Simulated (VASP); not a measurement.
An input for Ansatz (written as the equivalent of a VASP run, and not itself run):

Ansatz 0.2 input:
```yaml
crystal:
  lattice:
    - [0.0000000, 2.3970000, 2.3970000]
    - [2.3970000, 0.0000000, 2.3970000]
    - [2.3970000, 2.3970000, 0.0000000]
  atoms:
    - { symbol: Cd, position: [0.0000000, 0.0000000, 0.0000000] }
    - { symbol: O, position: [0.5000000, 0.5000000, 0.5000000] }
kpoints:
  mp_grid: { grid: [9, 9, 9] }
hamiltonian:
  xc: pbe
  pseudopotentials: { kind: paw }
scf:
  occupations: { method: gaussian, width: 0.05 }
  max_iter: 100
output: { forces: true, stress: true, eigenvalues: true }
```

Question: Translate this input to VASP (INCAR, KPOINTS, POSCAR, choice of POTCAR).

Answer: One answer among several that fit: 
**POSCAR**
```
CdO
1
    0.0000000000     2.3970000000     2.3970000000
    2.3970000000     0.0000000000     2.3970000000
    2.3970000000     2.3970000000     0.0000000000
Cd O
1 1
Direct
  0.0000000000   0.0000000000   0.0000000000
  0.5000000000   0.5000000000   0.5000000000
```

### INCAR
```
ALGO=Normal
EDIFF=1E-6
ENCUT=520
GGA=PE
ISIF=2
ISMEAR=0
LASPH=T
LCHARG=F
LMAXMIX=4
LREAL=F
LWAVE=F
NBANDS=26
NELM=100
PREC=Accurate
SIGMA=0.05
SYSTEM=CdO
```

KPOINTS:
```
Automatic mesh
0
Gamma
9 9 9
0 0 0
```

POTCAR, in this order: Cd O (PBE.64 set). Program: vasp_std.

What does not carry over: each code has its own PAW files, so the cut-off isn't converted (ENCUT is set for VASP's; basis.ecutwfc is left out, and Ansatz then takes the one that its files recommend); Ansatz stops its SCF on the density residual and VASP on the energy change (EDIFF); the number of bands isn't carried over, since the valence differs with the files.

The compound is CdO in the rock salt structure. The cell was not relaxed at this level. The run is one of a series of settings (NBANDS = 26 against the base run), some of them coarse on purpose.
